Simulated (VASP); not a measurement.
Consider the following.

```
CeC2
1.0
   -1.86338     1.86338     3.13490
    1.86338    -1.86338     3.13490
    1.86338     1.86338    -3.13490
Ce C
1 2
Direct
  0.00000   0.00000   0.00000
  0.39531   0.39531   0.00000
  0.60469   0.60469   0.00000
```

The numbers are results of PBE GGA with D3 dispersion (Becke-Johnson damping), VASP's PBE PAW potentials (set 64) (plane waves; VASP), not measurements. Settings: 520 eV cut-off, 13×13×13 Γ-centred mesh, tetrahedra with Blöchl corrections, potentials Ce C.

The cores are frozen, which limits the accuracy of field gradients.

Question: Give the principal components of the electric field gradient (V/Å²) and the asymmetry η at each nucleus.

Answer: 
```csv
atom,Vxx,Vyy,Vzz,η
Ce1,105.7,105.7,-211.5,0.00
C2,29.3,29.3,-58.7,0.00
C3,29.3,29.3,-58.7,0.00
```

The structure comes from a measured CeC2 entry (I4/mmm) of the Crystallography Open Database, whose conditions weren't checked. It was relaxed first, which changed the volume by -10 %. The run is not spin-polarised, so no magnetic state was tried.
